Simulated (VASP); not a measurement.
# Which magnetic order does CoSi take?, part 3 of 3

Is CoSi a ferromagnet or an antiferromagnet at this level? The start is a cell from a database of measured crystal structures.

VASP 6.6.1, plane waves and PAW; the level of theory is named at each step.

So far. Step 4 (Magnetic order, 16 atoms, start order antiferro …): The largest moment at the end is 0.00 μB, and the moments of the cell sum to 0.00 μB.

The database entry behind the starting cell differs from later determinations by our own check (0.1 to 0.3 % short, probably kX units), so it need not match the best structure at ambient conditions.

### 5. Magnetic order, 8 atoms, start order antiferro

Level of this step: PBE, spin-polarised, from moments of both signs; plane waves and PAW (Co, Si) (VASP).

System of this step: CoSi. It takes space group P2_13 (No. 198, cubic). The conventional cell has a = 4.438 Å, b = 4.438 Å, c = 4.438 Å, α = 90.00°, β = 90.00°, γ = 90.00°. Nearest to Co lie 7 Si at 2.28 to 2.47 Å. Nearest to Si lie 7 Co at 2.28 to 2.47 Å. Farther neighbours are not listed.

File INCAR:

```
SYSTEM = CoSi
PREC = Normal
ENCUT = 350
EDIFF = 1E-06
NELM = 150
ISMEAR = -1
SIGMA = 0.05
LREAL = .FALSE.
ALGO = Normal
GGA = PE
NBANDS = 40
ISPIN = 2
MAGMOM = 2 2 -2 -2 0 0 0 0
LASPH = .TRUE.
LMAXMIX = 4
LORBIT = 11
LWAVE = .FALSE.
LCHARG = .FALSE.
KPAR = 4
AMIX = 0.2
BMIX = 1E-04
AMIX_MAG = 0.8
BMIX_MAG = 1E-04
```

File POSCAR:

```
CoSi
1.0
    4.4380000000      0.0000000000      0.0000000000
    0.0000000000      4.4380000000      0.0000000000
    0.0000000000      0.0000000000      4.4380000000
Co Si
4 4
Direct
    0.1400000000      0.1400000000      0.1400000000
    0.3600000000      0.8600000000      0.6400000000
    0.6400000000      0.3600000000      0.8600000000
    0.8600000000      0.6400000000      0.3600000000
    0.8430000000      0.8430000000      0.8430000000
    0.6570000000      0.1570000000      0.3430000000
    0.3430000000      0.6570000000      0.1570000000
    0.1570000000      0.3430000000      0.6570000000
```

File KPOINTS:

```
Automatic mesh
0
Gamma
8 8 8
0 0 0
```

PAW data sets: Co and Si (PBE family, release 64).

Started as:

```sh
mpirun -np 4 vasp_std
```

Log:

```text
[... set-up lines as in an earlier step ...]
 entering main loop
       N       E                     dE             d eps       ncg     rms          rms(c)
DAV:   1     0.285995963819E+03    0.28600E+03   -0.16359E+04 20000   0.109E+03
DAV:   2    -0.379310827932E+02   -0.32393E+03   -0.30331E+03 20080   0.285E+02
DAV:   3    -0.590370517431E+02   -0.21106E+02   -0.20197E+02 23696   0.873E+01
DAV:   4    -0.596548658703E+02   -0.61781E+00   -0.61556E+00 23864   0.142E+01
[...]
DAV:  15    -0.547358106264E+02    0.94699E-05   -0.42357E-05 24160   0.644E-02    0.258E-02
DAV:  16    -0.547358128284E+02   -0.22020E-05   -0.90539E-06 24456   0.224E-02    0.984E-03
DAV:  17    -0.547358121462E+02    0.68217E-06   -0.11265E-06 11120   0.855E-03
   1 F= -.54735812E+02 E0= -.54728583E+02  d E =-.144585E-01  mag=     0.0000
```

The job ended after 2.3 min (4 MPI ranks of AMD EPYC 7R13 (Zen 3), shared host; peak memory 1.4 GiB).

OUTCAR, selected parts (step 5):

```text
  Total       -0.3912288     -0.3912462     -0.3912788      0.0000000      0.0000000      0.0000000
  in kB       -7.1709972     -7.1713145     -7.1719127      0.0000000      0.0000000      0.0000000
  external PRESSURE =      -7.1714081 kB  Pullay stress =       0.0000000 kB

 POSITION                                       TOTAL-FORCE (eV/Angst)
 -----------------------------------------------------------------------------------
      0.62132      0.62132      0.62132         0.155943      0.155904      0.155937
      1.59768      3.81668      2.84032        -0.155943     -0.155904      0.155937
      2.84032      1.59768      3.81668         0.155943     -0.155904     -0.155937
      3.81668      2.84032      1.59768        -0.155943      0.155904     -0.155937
      3.74123      3.74123      3.74123        -0.021602     -0.021628     -0.021603
      2.91577      0.69677      1.52223         0.021602      0.021628     -0.021603
      1.52223      2.91577      0.69677        -0.021602      0.021628      0.021603
      0.69677      1.52223      2.91577         0.021602     -0.021628      0.021603
 -----------------------------------------------------------------------------------
    total drift:                                0.000001      0.000004     -0.000000

  FREE ENERGIE OF THE ION-ELECTRON SYSTEM (eV)
  ---------------------------------------------------
  free  energy   TOTEN  =       -54.7358121462 eV

  energy  without entropy=      -54.7213536401  energy(sigma->0) =      -54.72858289

 magnetization (x)
# of ion       s       p       d       tot
------------------------------------------
    1       -0.000  -0.000   0.000   0.000
    2       -0.000  -0.000   0.000   0.000
    3        0.000   0.000  -0.000  -0.000
    4        0.000   0.000  -0.000  -0.000
    5        0.000   0.000   0.000   0.000
    6        0.000   0.000   0.000   0.000
    7       -0.000  -0.000   0.000  -0.000
    8       -0.000  -0.000   0.000  -0.000
--------------------------------------------------
tot          0.000   0.000   0.000   0.000

[... 1 part as in an earlier step ...]

[... 2 further parts left out ...]
[key lines of the parts left out:]
E-fermi :  12.0920
```

The spin moment in the PAW sphere vanishes on all atoms.

The largest moment at the end is 0.00 μB, and the moments of the cell sum to 0.00 μB.

### 6. Magnetic order, 16 atoms, start order antiferro q=(0,1/2,1/2)

System of this step: CoSi. Symmetry: P2_13, No. 198, cubic system. The conventional cell has a = 4.438 Å, b = 4.438 Å, c = 4.438 Å, α = 90.00°, β = 90.00°, γ = 90.00°. Nearest to Co lie 7 Si at 2.28 to 2.47 Å. Nearest to Si lie 7 Co at 2.28 to 2.47 Å. Farther neighbours are not listed.

Edit INCAR of step 5 so:

```diff
@@ -10,5 +10,5 @@
 GGA = PE
-NBANDS = 40
+NBANDS = 80
 ISPIN = 2
-MAGMOM = 2 2 -2 -2 0 0 0 0
+MAGMOM = 2 -2 2 -2 2 -2 -2 2 0 0 0 0 0 0 0 0
 LASPH = .TRUE.
```

File POSCAR:

```
CoSi
1.0
    4.4380000000      0.0000000000      0.0000000000
    0.0000000000      8.8760000000      0.0000000000
    0.0000000000      4.4380000000      4.4380000000
Co Si
8 8
Direct
    0.1400000000      0.0000000000      0.1400000000
    0.1400000000      0.5000000000      0.1400000000
    0.3600000000      0.1100000000      0.6400000000
    0.3600000000      0.6100000000      0.6400000000
    0.6400000000      0.7500000000      0.8600000000
    0.6400000000      0.2500000000      0.8600000000
    0.8600000000      0.1400000000      0.3600000000
    0.8600000000      0.6400000000      0.3600000000
    0.8430000000      0.0000000000      0.8430000000
    0.8430000000      0.5000000000      0.8430000000
    0.6570000000      0.9070000000      0.3430000000
    0.6570000000      0.4070000000      0.3430000000
    0.3430000000      0.2500000000      0.1570000000
    0.3430000000      0.7500000000      0.1570000000
    0.1570000000      0.8430000000      0.6570000000
    0.1570000000      0.3430000000      0.6570000000
```

File KPOINTS:

```
Automatic mesh
0
Gamma
8 4 8
0 0 0
```

Started as:

```sh
mpirun -np 4 vasp_std
```

Log:

```text
[... set-up lines as in an earlier step ...]
 entering main loop
       N       E                     dE             d eps       ncg     rms          rms(c)
DAV:   1     0.654580495963E+03    0.65458E+03   -0.31321E+04 28800   0.110E+03
DAV:   2    -0.487497322062E+02   -0.70333E+03   -0.65459E+03 28800   0.299E+02
DAV:   3    -0.116360320024E+03   -0.67611E+02   -0.62020E+02 31504   0.108E+02
DAV:   4    -0.119146786689E+03   -0.27865E+01   -0.27490E+01 35224   0.221E+01
[...]
DAV:  17    -0.109472726102E+03   -0.16994E-05   -0.20001E-05 33776   0.252E-02    0.979E-03
DAV:  18    -0.109472720839E+03    0.52631E-05   -0.13743E-06 16936   0.917E-03    0.481E-03
DAV:  19    -0.109472720297E+03    0.54220E-06   -0.68887E-07 16392   0.586E-03
   1 F= -.10947272E+03 E0= -.10945826E+03  d E =-.289156E-01  mag=     0.0000
```

Elapsed: 11 min, on 4 MPI ranks; peak memory 3.3 GiB; 44 min of CPU time.

OUTCAR, selected parts (step 6):

```text
  Total       -0.7679197     -0.7583782     -0.7552370      0.0000000     -0.0016600      0.0000000
  in kB       -7.0377610     -6.9503154     -6.9215276      0.0000000     -0.0152136      0.0000000
  external PRESSURE =      -6.9698680 kB  Pullay stress =       0.0000000 kB

 POSITION                                       TOTAL-FORCE (eV/Angst)
 -----------------------------------------------------------------------------------
      0.62132      0.62132      0.62132         0.155722      0.155882      0.155509
      0.62132      5.05932      0.62132         0.155722      0.155882      0.155509
      1.59768      3.81668      2.84032        -0.155793     -0.155961      0.155313
      1.59768      8.25468      2.84032        -0.155793     -0.155961      0.155313
      2.84032     10.47368      3.81668         0.155722     -0.155882     -0.155509
      2.84032      6.03568      3.81668         0.155722     -0.155882     -0.155509
      3.81668      2.84032      1.59768        -0.155793      0.155961     -0.155313
      3.81668      7.27832      1.59768        -0.155793      0.155961     -0.155313
      3.74123      3.74123      3.74123        -0.021595     -0.021637     -0.021597
      3.74123      8.17923      3.74123        -0.021595     -0.021637     -0.021597
      2.91577      9.57277      1.52223         0.021665      0.021586     -0.021712
      2.91577      5.13477      1.52223         0.021665      0.021586     -0.021712
      1.52223      2.91577      0.69677        -0.021595      0.021637      0.021597
      1.52223      7.35377      0.69677        -0.021595      0.021637      0.021597
      0.69677     10.39823      2.91577         0.021665     -0.021586      0.021712
      0.69677      5.96023      2.91577         0.021665     -0.021586      0.021712
 -----------------------------------------------------------------------------------
    total drift:                               -0.000510     -0.000002     -0.000002

  FREE ENERGIE OF THE ION-ELECTRON SYSTEM (eV)
  ---------------------------------------------------
  free  energy   TOTEN  =      -109.4727202967 eV

  energy  without entropy=     -109.4438046908  energy(sigma->0) =     -109.45826249

 magnetization (x)
# of ion       s       p       d       tot
------------------------------------------
    1       -0.000   0.000   0.000   0.000
    2        0.000  -0.000  -0.000  -0.000
    3       -0.000   0.000   0.000   0.000
    4        0.000  -0.000  -0.000  -0.000
    5       -0.000   0.000   0.000   0.000
    6        0.000  -0.000  -0.000  -0.000
    7        0.000  -0.000  -0.000  -0.000
    8       -0.000   0.000   0.000   0.000
    9        0.000  -0.000   0.000  -0.000
   10       -0.000   0.000   0.000   0.000
   11        0.000   0.000   0.000   0.000
   12       -0.000  -0.000   0.000  -0.000
   13       -0.000   0.000   0.000   0.000
[...]
--------------------------------------------------
tot          0.000   0.000   0.000   0.000

[... 1 part as in an earlier step ...]

[... 2 further parts left out ...]
[key lines of the parts left out:]
E-fermi :  12.0920
```

The spin moment in the PAW sphere vanishes on all atoms.

The largest moment at the end is 0.00 μB, and the moments of the cell sum to 0.00 μB.

### 7. Magnetic order, 16 atoms, start order antiferro q=(0,0,1/2) (run 3)

INCAR is that of step 6.

File POSCAR:

```
CoSi
1.0
    4.4380000000      0.0000000000      0.0000000000
    0.0000000000      4.4380000000      0.0000000000
    0.0000000000      0.0000000000      8.8760000000
Co Si
8 8
Direct
    0.1400000000      0.1400000000      0.0700000000
    0.1400000000      0.1400000000      0.5700000000
    0.3600000000      0.8600000000      0.3200000000
    0.3600000000      0.8600000000      0.8200000000
    0.6400000000      0.3600000000      0.4300000000
    0.6400000000      0.3600000000      0.9300000000
    0.8600000000      0.6400000000      0.1800000000
    0.8600000000      0.6400000000      0.6800000000
    0.8430000000      0.8430000000      0.4215000000
    0.8430000000      0.8430000000      0.9215000000
    0.6570000000      0.1570000000      0.1715000000
    0.6570000000      0.1570000000      0.6715000000
    0.3430000000      0.6570000000      0.0785000000
    0.3430000000      0.6570000000      0.5785000000
    0.1570000000      0.3430000000      0.3285000000
    0.1570000000      0.3430000000      0.8285000000
```

File KPOINTS:

```
Automatic mesh
0
Gamma
8 8 4
0 0 0
```

Started as:

```sh
mpirun -np 4 vasp_std
```

Log:

```text
[... set-up lines as in an earlier step ...]
 entering main loop
       N       E                     dE             d eps       ncg     rms          rms(c)
DAV:   1     0.653124261706E+03    0.65312E+03   -0.31330E+04 28800   0.109E+03
DAV:   2    -0.491411150200E+02   -0.70227E+03   -0.65351E+03 28816   0.298E+02
DAV:   3    -0.116316507254E+03   -0.67175E+02   -0.61662E+02 31440   0.108E+02
DAV:   4    -0.119075461352E+03   -0.27590E+01   -0.27221E+01 35432   0.220E+01
[...]
DAV:  17    -0.109472202659E+03   -0.16605E-05   -0.22363E-05 42080   0.248E-02    0.810E-03
DAV:  18    -0.109472200870E+03    0.17891E-05   -0.28907E-06 21680   0.105E-02    0.355E-03
DAV:  19    -0.109472200362E+03    0.50772E-06   -0.54805E-07 16688   0.370E-03
   1 F= -.10947220E+03 E0= -.10945774E+03  d E =-.289170E-01  mag=    -0.0000
```

Run time: 9.8 min. Hardware: 4 MPI ranks; peak memory 3.2 GiB; 39 min of CPU time.

Parts of OUTCAR (step 7):

```text
  Total       -0.7588305     -0.7580221     -0.7488053      0.0000000      0.0000000      0.0001389
  in kB       -6.9544609     -6.9470518     -6.8625825      0.0000000      0.0000000      0.0012726
  external PRESSURE =      -6.9213651 kB  Pullay stress =       0.0000000 kB

 POSITION                                       TOTAL-FORCE (eV/Angst)
 -----------------------------------------------------------------------------------
      0.62132      0.62132      0.62132         0.155584      0.155792      0.154909
      0.62132      0.62132      5.05932         0.155584      0.155792      0.154909
      1.59768      3.81668      2.84032        -0.155572     -0.155795      0.154941
      1.59768      3.81668      7.27832        -0.155572     -0.155795      0.154941
      2.84032      1.59768      3.81668         0.155572     -0.155795     -0.154941
      2.84032      1.59768      8.25468         0.155572     -0.155795     -0.154941
      3.81668      2.84032      1.59768        -0.155584      0.155792     -0.154909
      3.81668      2.84032      6.03568        -0.155584      0.155792     -0.154909
      3.74123      3.74123      3.74123        -0.021646     -0.021680     -0.021620
      3.74123      3.74123      8.17923        -0.021646     -0.021680     -0.021620
      2.91577      0.69677      1.52223         0.021651      0.021682     -0.021629
      2.91577      0.69677      5.96023         0.021651      0.021682     -0.021629
      1.52223      2.91577      0.69677        -0.021651      0.021682      0.021629
      1.52223      2.91577      5.13477        -0.021651      0.021682      0.021629
      0.69677      1.52223      2.91577         0.021646     -0.021680      0.021620
      0.69677      1.52223      7.35377         0.021646     -0.021680      0.021620
 -----------------------------------------------------------------------------------
    total drift:                                0.000003     -0.000024      0.000000

  FREE ENERGIE OF THE ION-ELECTRON SYSTEM (eV)
  ---------------------------------------------------
  free  energy   TOTEN  =      -109.4722003619 eV

  energy  without entropy=     -109.4432833460  energy(sigma->0) =     -109.45774185

 magnetization (x)
# of ion       s       p       d       tot
------------------------------------------
    1        0.000   0.000   0.000   0.000
    2       -0.000  -0.000  -0.000  -0.000
    3       -0.000   0.000  -0.000  -0.000
    4        0.000  -0.000   0.000   0.000
    5       -0.000   0.000  -0.000  -0.000
    6        0.000  -0.000   0.000   0.000
    7       -0.000  -0.000  -0.000  -0.000
    8        0.000   0.000   0.000   0.000
    9        0.000   0.000   0.000   0.000
   10       -0.000  -0.000   0.000  -0.000
   11        0.000  -0.000   0.000  -0.000
   12       -0.000   0.000   0.000   0.000
   13       -0.000   0.000   0.000   0.000
[...]
--------------------------------------------------
tot          0.000   0.000   0.000   0.000

[... 2 parts as in an earlier step ...]

[... 1 further part left out ...]
[key lines of the parts left out:]
E-fermi :  12.0919
```

The largest moment at the end is 0.00 μB, and the moments of the cell sum to 0.00 μB.

### 8. Summary

This step: collinear magnetic orders, PBE; plane waves and PAW (VASP 6.6.1).

This step runs nothing: it gathers the runs above.

This step gave:

```
mean moment in the lowest run : 0 μB
```

Orders, by row:

```
                  order     signs  energy above the lowest (meV/magnetic atom)  total moment (μB)  mean moment on carriers (μB)  gap on the mesh (eV)  signs at the end, of the atoms given a moment
                  ferro      ++++                                         0.14           0.001271                             0                     0                                           0000
  antiferro q=(0,0,1/2)  +-+-+-+-                                         0.06                  0                             0                     0                                       00000000
  antiferro q=(0,0,1/2)  +-+--+-+                                         0.07                  0                             0                     0                                       00000000
              antiferro      ++--                                         0.14                  0                             0                     0                                           0000
antiferro q=(0,1/2,1/2)  +-+-+--+                                            0                  0                             0                     0                                       00000000
  antiferro q=(0,0,1/2)  +-+-+--+                                         0.07                  0                             0                     0                                       00000000
```

### 9. Summary of results

| Item | Value |
| --- | --- |
| lowest order | nm |
| mean moment in the lowest run | 0 μB |

What this shows: The lowest run started as antiferro q=(0,1/2,1/2) and holds 0.00 μB on average over the atoms that were given a moment. The starts antiferro q=(0,1/2,1/2), antiferro q=(0,0,1/2), antiferro q=(0,0,1/2), antiferro q=(0,0,1/2), ferro and antiferro ended within 0.5 meV of each other, with moments of like size, so they probably reached one state. The lowest state carries next to no moment. The starts ferro, antiferro q=(0,0,1/2), antiferro q=(0,0,1/2), antiferro, antiferro q=(0,1/2,1/2) and antiferro q=(0,0,1/2) ended with other signs than typed, or lost moments. Only these collinear orders were tried, and their comparison leaves spin-orbit coupling out.

[Lines on the potential files, build, host, timing and source positions are cut from VASP's logs without a mark.]

[Logs are printed without paths, hosts, clocks, repeated set-up lines and the standing remarks that a program may print on its own settings, such as how far it seeks lower states.]

[Hosts, paths, dates, database ids (printed as entryN), source tags and the programs' standing remarks are cut or masked in the printed files.]

[Runs that stopped without an error message from VASP are left out.]
